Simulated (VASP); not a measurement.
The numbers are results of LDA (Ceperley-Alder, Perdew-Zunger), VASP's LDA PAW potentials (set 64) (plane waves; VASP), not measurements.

VASP input:

POSCAR:
```
Pt3Ti
1
    3.8759277624     0.0000000000     0.0000000000
    0.0000000000     3.8759277624     0.0000000000
    0.0000000000     0.0000000000     3.8759277624
Ti Pt
1 3
Direct
  0.0000000000   0.0000000000   0.0000000000
  0.0000000000   0.5000000000   0.5000000000
  0.5000000000   0.0000000000   0.5000000000
  0.5000000000   0.5000000000   0.0000000000
```

File KPOINTS:
```
Automatic
0
Gamma
8 8 8
```

### INCAR
```
ALGO = Normal
EDIFF = 1E-6
EDIFFG = -0.02
ENCUT = 500
IBRION = 2
ISIF = 3
ISMEAR = 1
LASPH = .True.
LCHARG = .False.
LMAXMIX = 6
LREAL = .False.
LWAVE = .False.
NELM = 100
NSW = 40
PREC = Accurate
PSTRESS = 50
SIGMA = 0.1
SYSTEM = Pt3Ti
```

POTCAR, in this order: Ti_sv Pt (LDA.64 set). Program: vasp_std.

Unless said otherwise, spin-orbit coupling is left out, though it shifts the bands of the heavy elements here.

Question: Estimate the energy per atom (σ→0), volume per atom, band gap (on the k-mesh).

Answer: 
The energy per atom (σ→0) comes out as -8.652 eV/atom and the band gap (on the k-mesh) is none (metal, semimetal or under 0.01 eV). The volume per atom is 14.32 Å³/atom.

OSZICAR:
```
...
DAV:   5    -0.346053551076E+02   -0.10994E-01   -0.36826E-02  2404   0.145E+00    0.541E-01
DAV:   6    -0.346106363007E+02   -0.52812E-02   -0.33944E-02  2522   0.922E-01    0.394E-01
DAV:   7    -0.346096705238E+02    0.96578E-03   -0.60591E-03  2350   0.470E-01    0.108E-01
DAV:   8    -0.346095862601E+02    0.84264E-04   -0.30333E-04  1925   0.129E-01    0.291E-02
DAV:   9    -0.346095840550E+02    0.22051E-05   -0.11745E-04  2592   0.709E-02    0.137E-02
DAV:  10    -0.346095831620E+02    0.89298E-06   -0.12147E-05  2081   0.227E-02    0.324E-03
DAV:  11    -0.346095831422E+02    0.19849E-07   -0.46132E-07   973   0.529E-03
   3 F= -.32821635E+02 E0= -.32821695E+02  d E =-.146664E-01
```

The compound is Pt3Ti in the L1_2 structure. This run relaxes it under an external pressure of 5 GPa. Symmetry was kept, so distortions that lower it aren't found.
